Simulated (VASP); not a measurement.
Energy against volume of Be (hcp). These are revPBE GGA, VASP's PBE PAW potentials (set 64) (plane waves; VASP 6.6.1) values and carry that method's errors. Settings: 520 eV cut-off, 18×18×10 Γ-centred mesh, first-order Methfessel-Paxton smearing of 0.10 eV, potentials Be.

Shape and ions are relaxed at each volume.

```tsv
V (Å³/atom)	E (eV/atom)
7.610	-3.54408
7.852	-3.55264
8.095	-3.55509
8.338	-3.55217
```

Task: Fit these four points and predict the energy of the run at 8.581 Å³/atom.

Result: A cubic in V^(−2/3), the third-order Birch-Murnaghan form, passes through the four points with V0 = 8.08 Å³/atom and B0 = 119 GPa, and gives -3.5446 eV/atom there. The run gave -3.5445 eV/atom, +0.0 meV/atom from the fit; all five points give B0 = 119 GPa.

The compound is Be in the hcp structure. It was relaxed first.
